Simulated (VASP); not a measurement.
An input for Quantum ESPRESSO's pw.x (written as the equivalent of a VASP run, and not itself run):

```
&CONTROL
  calculation = 'vc-relax'
  pseudo_dir = './pseudo'
  outdir = './out'
  tprnfor = .true.
  tstress = .true.
  nstep = 40
  forc_conv_thr = 0.00078
/
&SYSTEM
  ibrav = 0
  nat = 1
  ntyp = 1
  ecutwfc = 58
  occupations = 'smearing'
  smearing = 'methfessel-paxton'
  degauss = 0.00735
  input_dft = 'pz'
/
&ELECTRONS
  conv_thr = 7.3e-08
  electron_maxstep = 100
/
&IONS
/
&CELL
  press = 450
/
ATOMIC_SPECIES
  Ta 180.948 Ta.upf
CELL_PARAMETERS angstrom
    -1.5460870    1.5460870    1.5460870
     1.5460870   -1.5460870    1.5460870
     1.5460870    1.5460870   -1.5460870
ATOMIC_POSITIONS crystal
  Ta   0.0000000  0.0000000  1.0000000
K_POINTS automatic
  16 16 16 0 0 0
```

### Question
Translate this input to VASP (INCAR, KPOINTS, POSCAR, choice of POTCAR).

### Answer
Several could match; the one computed here: 
### KPOINTS
```
Automatic mesh
0
Gamma
16 16 16
0 0 0
```

**INCAR**
```
ALGO  =  Normal
EDIFF  =  1E-6
EDIFFG  =  -0.02
ENCUT  =  500
IBRION  =  2
ISIF  =  3
ISMEAR  =  1
LASPH  =  T
LCHARG  =  F
LMAXMIX  =  6
LREAL  =  F
LWAVE  =  F
NELM  =  100
NSW  =  40
PREC  =  Accurate
PSTRESS  =  450
SIGMA  =  0.1
SYSTEM  =  Ta
```

File POSCAR:
```
Ta
1
   -1.5460869978     1.5460869978     1.5460869978
    1.5460869978    -1.5460869978     1.5460869978
    1.5460869978     1.5460869978    -1.5460869978
Ta
1
Direct
  0.0000000000   0.0000000000   1.0000000000
```

POTCAR, in this order: Ta_pv (LDA.64 set). Program: vasp_std.

Limits of the translation: the potentials are each code's own (VASP's PAW set, PseudoDojo norm-conserving files in pw.x), so ENCUT and ecutwfc are chosen apart and not converted; conv_thr bounds pw.x's estimated SCF error, while EDIFF bounds the energy change between steps; forc_conv_thr acts on force components and is met together with etot_conv_thr.

The compound is Ta in the bcc structure. It was relaxed first under an external pressure of 45 GPa.
